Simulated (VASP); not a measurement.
## GaN: relaxation of cell and atoms with PBE

Crystal: GaN.

```
CELL_PARAMETERS angstrom
0.00000 2.25350 2.25350
2.25350 0.00000 2.25350
2.25350 2.25350 0.00000
ATOMIC_POSITIONS crystal
Ga 0.00000 0.00000 0.00000
N 0.75000 0.75000 0.75000
```

The cell is a database's computed one.

| Item | Value |
| --- | --- |
| Program | VASP 6.6.1 |
| Task | relaxation of cell and atoms |
| Functional | PBE |
| Potentials or basis | VASP PAW PBE potentials, release 64 (Ga_d, N) |
| Cutoff | 520 eV |
| k mesh | 12 × 12 × 12 |
| Occupations | gaussian, width 0.02 eV |
| Spin | no spin polarisation |
| Further INCAR settings | ALGO = Fast; EDIFF = 1e-07; AMIX = 0.2; IBRION = 2; EDIFFG = -0.002; NSW = 80; ISIF = 3 |

```
Relaxed volume                         : 11.77 Å³/atom
Relaxed cell                           : a = 3.217 Å, b = 3.217 Å, c = 3.217 Å, α = 60.00°, β = 60.00°, γ = 60.00°
Space group after relaxing (to 0.05 Å) : F-43m (No. 216)
Energy gained by relaxing              : 5.0 meV/atom
Ionic steps                            : 3
Pressure after relaxing                : 0.0 GPa
Band gap on the k mesh                 : 1.55 eV, direct
```

The path:
```csv
step,energy change (eV),largest force (eV/Å),pressure (GPa),volume (Å³)
1,0.0000,0.0000,5.07,22.89
2,-0.0029,0.0000,-3.78,24.11
3,-0.0100,0.0000,0.02,23.53
```

Final structure:
```yaml
crystal:
  lattice:
    - [0.00000, 2.27450, 2.27450]
    - [2.27450, 0.00000, 2.27450]
    - [2.27450, 2.27450, 0.00000]
  atoms:
    - { symbol: Ga, position: [0.00000, 0.00000, 0.00000] }
    - { symbol: N, position: [0.75000, 0.75000, 0.75000] }
```

Levels at points of the mesh, in eV from the valence-band top:
```tsv
k point	band 6	band 7	band 8	band 9	band 10	band 11	band 12	band 13
(0.00, 0.00, 0.00)	-13.13	0.00	0.00	0.00	1.55	10.13	10.13	10.13
(0.50, 0.00, 0.00)	-11.88	-6.86	-0.93	-0.93	4.45	8.59	10.22	10.22
(0.50, 0.50, 0.00)	-11.45	-6.01	-2.60	-2.60	3.34	6.49	11.52	13.67
```

It took 24 s on 1 thread of Intel(R) Xeon(R) 6975P-C (Granite Rapids) (shared host), peak memory 0.15 GiB.

As with any semilocal functional, this PBE gap is likely too small.
